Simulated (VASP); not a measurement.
Runs of VASP 6.6.1 on FeSi11C12 (a cell with a defect). The cell holds a defect, 24 atoms: a = 9.245 Å, b = 6.163 Å, c = 6.163 Å, α = 60.00°, β = 60.00°, γ = 60.00°. 

```tsv
task	level	U	fixed moment (μB)	cell	k mesh	grid for exact exchange (PRECFOCK)	screening parameter	mesh quality	moment (μB)	largest force (eV/Å)
single point	PBEsol+U	Fe d U = 4 eV	-	as given	2 × 3 × 3	-	-	coarse	4.88	0.90
single point	PBEsol	-	1	as given	2 × 3 × 3	-	-	coarse	1.00	(b)
single point	PBEsol+U	Fe d U = 6 eV	1	as given	2 × 3 × 3	-	-	coarse	1.00	(a)
single point	PBEsol+U	Fe d U = 4 eV	5	as given	2 × 3 × 3	-	-	coarse	5.00	0.93
single point	PBEsol+U	Fe d U = 4 eV	1	as given	3 × 4 × 4	-	-	not flagged	1.00	0.12
single point	HSE06	-	1	as given	2 × 2 × 2	Fast	0.2 1/A	coarse	1.00	0.26
relaxation of the atoms	PBEsol+U	Fe d U = 4 eV	1	atoms relaxed from: atoms moved at random, drawn with an rms of 0.05 Å	2 × 3 × 3	-	-	coarse	1.00	0.02
```

Alike in all rows: potentials or basis VASP PAW PBE potentials, release 64 (Fe, Si, C); spin collinear, ferromagnetic start; cutoff (eV) 450; smearing gaussian 0.03 eV.

Q: Estimate the missing entries.

A: (a) 0.63; (b) 0.67.

Caveats: some runs use coarse meshes; the PAW data sets were made with another functional, which shifts forces and pressure a little; the total moment is fixed, so each spin has its own Fermi level (some runs); the U is typed as a test and isn't derived for this compound (some runs).
